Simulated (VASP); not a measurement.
# Nb3B5 (Cmmm) in VASP: relaxation of cell and atoms with PBE

Aim: the relaxation of cell and atoms of Nb3B5 with PBE.

All numbers are computed with VASP 6.6.1; they aren't measurements. Logs are shortened: lines on timing, memory, paths and dates and some standing lists are left out, and cuts for length are marked.

## (1) The structure

The structure is orthorhombic, space group Cmmm (No. 65). Conventional cell: a = 4.678 Å, b = 5.840 Å, c = 6.419 Å, α = 90.00°, β = 90.00°, γ = 90.00°. Nb (site symmetry mm2) is surrounded by 2 Nb at 2.05 to 2.32 Å and 2 B at 2.08 Å. Nb (site symmetry mmm) is surrounded by 2 Nb at 2.05 Å and 2 B at 2.34 Å. Around B (site symmetry m) lie 2 B at 1.70 to 1.89 Å. Around B (site symmetry mmm) lie 4 B at 1.70 Å.

The cell was built by a generator and needn't be a form met in nature.

## (2) Relaxation of cell and atoms, PBE

INCAR

```
ALGO = Fast
EDIFF = 1E-4
EDIFFG = -0.08
ENCUT = 520
GGA = PE
IBRION = 2
ISIF = 3
ISMEAR = 0
LASPH = T
LCHARG = F
LREAL = F
LWAVE = F
NELM = 60
NSW = 24
PREC = Normal
SIGMA = 0.15
```

KPOINTS

```
k-points
0
Gamma
  5 5 3
```

POSCAR

```
Nb3B5
1.0
    2.3390599100     -2.9201983600      0.0000000000
    2.3390599100      2.9201983600      0.0000000000
    0.0000000000      0.0000000000      6.4193737900
Nb B
3 5
Direct
    0.5000000000      0.5000000000      0.3190530900
    0.5000000000      0.5000000000      0.6809469100
    0.5000000000      0.5000000000      0.0000000000
    0.1615701700      0.8384298300      0.7797156700
    0.8384298300      0.1615701700      0.7797156700
    0.1615701700      0.8384298300      0.2202843300
    0.8384298300      0.1615701700      0.2202843300
    0.0000000000      0.0000000000      0.0000000000
```

Potentials or basis: VASP PAW PBE potentials, release 64 (Nb_sv, B).

Run with:

```sh
> cat potpaw_PBE.64/Nb_sv/POTCAR potpaw_PBE.64/B/POTCAR > POTCAR
> mpirun -np 1 vasp_std > vasp.out
```

OUTCAR:

```text
EDIFF = 1E-4
   EDIFFG = -0.08
   ENCUT = 520
   GGA = PE
   IBRION = 2
   ISIF = 3
   ISMEAR = 0
   LASPH = T
   LREAL = F
   NELM = 60
   NSW = 24
   PREC = Normal

 ion  position               nearest neighbor table
   1  0.500  0.500  0.319-   3 2.05   6 2.08   7 2.08   2 2.32   6 2.60   7 2.60   6 2.60   7 2.60

   2  0.500  0.500  0.681-   3 2.05   4 2.08   5 2.08   1 2.32   4 2.60   5 2.60   4 2.60   5 2.60

   3  0.500  0.500  0.000-   1 2.05   2 2.05   8 2.34   8 2.34   6 2.43   7 2.43   4 2.43   5 2.43

   4  0.162  0.838  0.780-   8 1.70   5 1.89   2 2.08   3 2.43   2 2.60   2 2.60
   5  0.838  0.162  0.780-   8 1.70   4 1.89   2 2.08   3 2.43   2 2.60   2 2.60
   6  0.162  0.838  0.220-   8 1.70   7 1.89   1 2.08   3 2.43   1 2.60   1 2.60
   7  0.838  0.162  0.220-   8 1.70   6 1.89   1 2.08   3 2.43   1 2.60   1 2.60
   8  0.000  0.000  0.000-   4 1.70   5 1.70   6 1.70   7 1.70   3 2.34   3 2.34

  LATTYP: Found a base centered orthorhombic cell.
 ALAT       =     4.6781198200
 B/A-ratio  =     1.2484495790
 C/A-ratio  =     1.3722123496

  Lattice vectors:

 A1 = (   2.3390599100,  -2.9201983600,   0.0000000000)
 A2 = (   2.3390599100,   2.9201983600,   0.0000000000)
 A3 = (   0.0000000000,   0.0000000000,   6.4193737900)

Analysis of symmetry for initial positions (statically):
=====================================================================
 Subroutine PRICEL returns:
 Original cell was already a primitive cell.

 Routine SETGRP: Setting up the symmetry group for a
 base centered orthorhombic supercell.

 Subroutine GETGRP returns: Found  8 space group operations
 (whereof  8 operations were pure point group operations)
 out of a pool of  8 trial point group operations.

The static configuration has the point symmetry D_2h.

Analysis of symmetry for dynamics (positions and initial velocities):
=====================================================================
 Subroutine PRICEL returns:
 Original cell was already a primitive cell.

 Routine SETGRP: Setting up the symmetry group for a
 base centered orthorhombic supercell.

 Subroutine GETGRP returns: Found  8 space group operations
 (whereof  8 operations were pure point group operations)
 out of a pool of  8 trial point group operations.

The dynamic configuration has the point symmetry D_2h.

 Subroutine INISYM returns: Found  8 space group operations
 (whereof  8 operations are pure point group operations),
 and found     1 'primitive' translations

----------------------------------------------------------------------------------------

                                     Primitive cell

  volume of cell :      87.6953

  direct lattice vectors                    reciprocal lattice vectors
     2.339059910 -2.920198360  0.000000000     0.213761092 -0.171221245  0.000000000
     2.339059910  2.920198360  0.000000000     0.213761092  0.171221245  0.000000000
     0.000000000  0.000000000  6.419373790     0.000000000  0.000000000  0.155778435

  length of vectors
     3.741491644  3.741491644  6.419373790     0.273880483  0.273880483  0.155778435

  position of ions in fractional coordinates (direct lattice)
     0.500000000  0.500000000  0.319053090
     0.500000000  0.500000000  0.680946910
     0.500000000  0.500000000  0.000000000
     0.161570170  0.838429830  0.779715670
     0.838429830  0.161570170  0.779715670
     0.161570170  0.838429830  0.220284330
     0.838429830  0.161570170  0.220284330
     0.000000000  0.000000000  0.000000000

  ion indices of the primitive-cell ions
   primitive index   ion index
                 1           1
                 2           2
                 3           3
                 4           4
                 5           5
                 6           6
                 7           7
                 8           8

----------------------------------------------------------------------------------------

 KPOINTS: k-points

Automatic generation of k-mesh.
 Grid dimensions read from file:
 generate k-points for:    5    5    3

 Generating k-lattice:

  Cartesian coordinates                     Fractional coordinates (reciprocal lattice)
     0.042752218 -0.034244249  0.000000000     0.200000000 -0.000000000  0.000000000
     0.042752218  0.034244249  0.000000000    -0.000000000  0.200000000  0.000000000
     0.000000000  0.000000000  0.051926145     0.000000000  0.000000000  0.333333333

  Length of vectors
     0.054776097  0.054776097  0.051926145

  Shift w.r.t. Gamma in fractional coordinates (k-lattice)
     0.000000000  0.000000000  0.000000000

 Subroutine IBZKPT returns following result:
 ===========================================

 Found     18 irreducible k-points:

 Following reciprocal coordinates:
            Coordinates               Weight
  0.000000  0.000000  0.000000      1.000000
  0.200000  0.000000  0.000000      4.000000
  0.400000  0.000000  0.000000      4.000000
  0.200000  0.200000  0.000000      2.000000
  0.400000  0.200000  0.000000      4.000000
 -0.400000  0.200000  0.000000      4.000000
[... 10 lines left out ...]
  0.400000  0.400000  0.333333      4.000000
 -0.400000  0.400000  0.333333      4.000000
   k-points           NKPTS =     18   k-points in BZ     NKDIM =     18   number of bands    NBANDS=     32
   number of dos      NEDOS =    301   number of ions     NIONS =      8
   total plane-waves  NPLWV =  20736
   dimension x,y,z NGX =    24 NGY =   24 NGZ =   36
   dimension x,y,z NGXF=    48 NGYF=   48 NGZF=   72
   ions per type =               3   5
   NGX,Y,Z   is equivalent  to a cutoff of  10.66, 10.66,  9.32 a.u.
   NGXF,Y,Z  is equivalent  to a cutoff of  21.33, 21.33, 18.65 a.u.
 SYSTEM =  unknown system
   PREC   = normal    normal or accurate (medium, high low for compatibility)
   ISTART =      0    job   : 0-new  1-cont  2-samecut
   ICHARG =      2    charge: 1-file 2-atom 10-const
   ISPIN  =      1    spin polarized calculation?
   LNONCOLLINEAR =      F non collinear calculations
   LSORBIT =      F    spin-orbit coupling
   LASPH  =      T    aspherical Exc in radial PAW
   ENCUT  =  520.0 eV  38.22 Ry    6.18 a.u.   6.96  6.96 11.94*2*pi/ulx,y,z
   NELM   =     60;   NELMIN=  2; NELMDL= -5     # of ELM steps
   EDIFF  = 0.1E-03   stopping-criterion for ELM
   LREAL  =      F    real-space projection
   EDIFFG = -.8E-01   stopping-criterion for IOM
   NSW    =     24    number of steps for IOM
   IBRION =      2    ionic relax: 0-MD 1-quasi-New 2-CG
   NFREE  =      1    steps in history (QN), initial steepest desc. (CG)
   ISIF   =      3    stress and relaxation
   ISYM   =      2    0-nonsym 1-usesym 2-fastsym
   POTIM  = 0.5000    time-step for ionic-motion
   TEBEG  =    0.0;   TEEND  =   0.0 temperature during run
   PSTRESS=    0.0 pullay stress
   NELECT =      54.0000    total number of electrons
   NUPDOWN=      -1.0000    fix difference up-down
   EMIN   =  10.00;   EMAX   =-10.00  energy-range for DOS
   EFERMI =   0.00;   METHOD = LEGACY
   ISMEAR =     0;   SIGMA  =   0.15  broadening in eV -4-tet -1-fermi 0-gaus
   EFERMI_NEDOS =   21; number of points for ismear=-14 and -15
   IALGO  =     68    algorithm
   IMIX   =      4    mixing-type and parameters
     AMIX     =   0.40;   BMIX     =  1.00
     AMIX_MAG =   1.60;   BMIX_MAG =  1.00
  volume/ion in A,a.u.               =      10.96        73.97
  Fermi-wavevector in a.u.,A,eV,Ry     =   1.392774  2.631961 26.392843  1.939819
  Thomas-Fermi vector in A             =   2.516484
   LORBIT       =      0    0 simple, 1 ext, 2 COOP (PROOUT), +10 PAW based schemes
   GGA     = PE    functional components
   LHFCALC =     F    Hartree Fock is set to
   AEXX    =    0.0000 exact exchange contribution
   IVDW    =     0    specifies the selected vdW correction
   LEPSILON=     F    determine dielectric tensor
   LRPA    =     F    only Hartree local field effects (RPA)
 conjugate gradient relaxation of ions
 non-spin polarized calculation
 RMM-DIIS sequential band-by-band and
 Gauss-broadening in eV      SIGMA  =   0.15
  energy-cutoff  :      520.00
  volume of cell :       87.70
 maximum number of plane-waves:      2378
   NGX = 13   NGY = 13   NGZ = 23

--------------------------------------- Ionic step        1  -------------------------------------------

 number of electron      54.0000005 magnetization

 Free energy of the ion-electron system (eV)
  ---------------------------------------------------
  ext. energy  EPLUGINS =         0.00000000
  ---------------------------------------------------
  free energy    TOTEN  =       -53.04952809 eV

  energy without entropy =      -53.01418705  energy(sigma->0) =      -53.03185757

 E-fermi :  10.0277     XC(G=0): -12.1320

 val. band max:       10.0155611426   @ k =   0.4000   0.4000   0.3333
 cond. band min:      10.0325633173   @ k =   0.0000   0.0000   0.3333
 fundamental gap:      0.0170021747
 Fermi energy:        10.0276661745

 k-point     1 :       0.0000    0.0000    0.0000
  band No.  band energies     occupation
      1     -46.1048      2.00000
      2     -44.5695      2.00000
      3     -44.2716      2.00000
      4     -24.6428      2.00000
      5     -22.5791      2.00000
      6     -21.8996      2.00000
[... 660 lines left out ...]
--------------------------------------- Ionic step        2  -------------------------------------------

 number of electron      53.9999967 magnetization

------------------------ aborting loop EDIFF was not reached (unconverged)  ----------------------------

  FORCE on cell =-STRESS in cart. coord.  units (eV):
  Direction    XX          YY          ZZ          XY          YZ          ZX
  --------------------------------------------------------------------------------------
  -------------------------------------------------------------------------------------
  Total      -15.3454362    -18.4463379     -4.7631796      0.0000000      0.0000000      0.0000000
  in kB     -193.7853429   -232.9441712    -60.1504172      0.0000000      0.0000000      0.0000000
  external PRESSURE =    -162.2933104 kB  Pullay stress =       0.0000000 kB
[... 65 lines left out ...]
  FREE ENERGIE OF THE ION-ELECTRON SYSTEM (eV)
  ---------------------------------------------------
  free  energy   TOTEN  =       -58.4481077876 eV

  energy  without entropy=      -58.3858839483  energy(sigma->0) =      -58.41699587

[... ionic steps 4 to 13 ...]

--------------------------------------- Ionic step       14  -------------------------------------------

 number of electron      54.0000004 magnetization

------------------------ aborting loop because EDIFF is reached ----------------------------------------
[... 79 lines left out ...]
--------------------------------------- Ionic step       16  -------------------------------------------

 number of electron      54.0000006 magnetization

 Free energy of the ion-electron system (eV)
  ---------------------------------------------------
  ext. energy  EPLUGINS =         0.00000000
  ---------------------------------------------------
  free energy    TOTEN  =       -62.25536318 eV

  energy without entropy =      -62.20217956  energy(sigma->0) =      -62.22877137

 E-fermi :   9.3686     XC(G=0): -11.9658

 val. band max:        9.3582728962   @ k =   0.4000   0.2000   0.3333
 cond. band min:       9.3898445814   @ k =   0.4000   0.2000   0.0000
 fundamental gap:      0.0315716852
 Fermi energy:         9.3686284073

 k-point     1 :       0.0000    0.0000    0.0000
  band No.  band energies     occupation
      1     -45.9406      2.00000
      2     -45.4894      2.00000
      3     -45.4103      2.00000
      4     -22.3250      2.00000
      5     -22.1341      2.00000
      6     -21.9087      2.00000
[... 654 lines left out ...]
  FREE ENERGIE OF THE ION-ELECTRON SYSTEM (eV)
  ---------------------------------------------------
  free  energy   TOTEN  =       -62.2553631817 eV

  energy  without entropy=      -62.2021795553  energy(sigma->0) =      -62.22877137

 reached required accuracy - stopping structural energy minimisation
```

Run time: 7.8 min. Hardware: 1 thread of Intel Xeon Platinum 8488C (Sapphire Rapids), shared host; peak memory 0.18 GiB.

What came out:

| Item | Value |
| --- | --- |
| Free energy | -62.2554 eV |
| Relaxed volume | 11.61 Å³/atom |
| Relaxed cell | a = 3.334 Å, b = 3.334 Å, c = 8.637 Å, α = 90.00°, β = 90.00°, γ = 104.74° |
| Space group after relaxing (to 0.05 Å) | Cmmm (No. 65) |
| Energy gained by relaxing | 1150.7 meV/atom |
| Ionic steps | 16 |
| Pressure after relaxing | -0.3 GPa |
| Largest force after relaxing | 0.058 eV/Å |
| Band gap on the k mesh | none (metal or under the smearing width) |

Forces in eV/Å, atoms in the order of the input:
```
Nb   0.000  0.000  0.009
Nb   0.000  0.000 -0.009
Nb   0.000  0.000  0.000
B    0.000  0.052  0.026
B    0.000 -0.052  0.026
B    0.000  0.052 -0.026
B    0.000 -0.052 -0.026
B    0.000  0.000  0.000
```

Stress tensor (GPa, compression positive):
```
-0.03  0.00  0.00
 0.00 -0.73  0.00
 0.00  0.00 -0.10
```

The path:
```csv
step,energy change (eV),largest force (eV/Å),pressure (GPa),volume (Å³)
1,0.0000,9.6542,42.84,87.70
2,-0.0685,13.4962,-16.23,126.87
3,-5.3986,5.7339,-9.88,103.72
4,-7.1020,6.6720,-4.49,101.06
5,-7.5325,2.7273,-10.47,102.25
6,-8.5242,1.5956,5.68,92.10
7,-8.5681,1.0234,1.93,93.74
8,-8.8706,0.8676,1.33,93.04
9,-8.9867,0.7908,1.42,92.14
10,-9.1429,0.3891,-2.06,93.19
11,-9.1656,0.3984,-3.59,93.76
12,-9.1588,0.2237,4.55,90.60
13,-9.1989,0.2571,0.18,92.21
14,-9.2044,0.1195,0.37,92.39
15,-9.2050,0.0965,0.32,92.46
16,-9.2058,0.0582,-0.29,92.87
```

Final structure:
```
CELL_PARAMETERS angstrom
2.03574 -2.64076 0.00000
2.03574 2.64076 0.00000
0.00000 0.00000 8.63741
ATOMIC_POSITIONS crystal
Nb 0.50000 0.50000 0.34103
Nb 0.50000 0.50000 0.65897
Nb 0.50000 0.50000 0.00000
B 0.15782 0.84218 0.81126
B 0.84218 0.15782 0.81126
B 0.15782 0.84218 0.18874
B 0.84218 0.15782 0.18874
B 0.00000 0.00000 0.00000
```

Levels at points of the mesh, in eV from the Fermi level:
| k point | band 25 | band 26 | band 27 | band 28 | band 29 | band 30 |
| --- | --- | --- | --- | --- | --- | --- |
| (0.00, 0.00, 0.00) | -1.75 | -1.55 | -1.36 | -0.79 | 0.21 | 1.23 |

Caveat: the relaxation stopped at a loose force limit of 0.08 eV/Å, so its end isn't a converged minimum.
